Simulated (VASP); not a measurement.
Here is a VASP 6.6.1 calculation.

INCAR

```
SYSTEM = Au
  ALGO = Normal
  EDIFF = 1E-7
  ENCUT = 520
  ISIF = 2
  ISMEAR = -1
  LASPH = .True.
  LCHARG = .False.
  LREAL = .False.
  LWAVE = .False.
  NBANDS = 12
  NELM = 60
  PREC = Accurate
  SIGMA = 0.1
```

The input KPOINTS:

```
k-points
0
Gamma
  15 15 15
  0 0 0
```

File POSCAR:

```
Au
1.0
   -1.6483731159      1.6483731159      1.6483731159
    1.6483731159     -1.6483731159      1.6483731159
    1.6483731159      1.6483731159     -1.6483731159
Au
1
Direct
    0.0000000000      0.0000000000      0.0000000000
```

Potentials or basis: VASP PAW LDA potentials, release 64 (Au).

Run with:

```sh
$ cat potpaw_LDA.64/Au/POTCAR > POTCAR
$ mpirun -np 1 vasp_std > vasp.out
```

Question: Predict the pressure.

Answer: -11.0 GPa.

Question: Predict the band gap on the k mesh.

Answer: None (metal or under the smearing width).

Spin-orbit coupling is left out, which matters for the levels of Au.
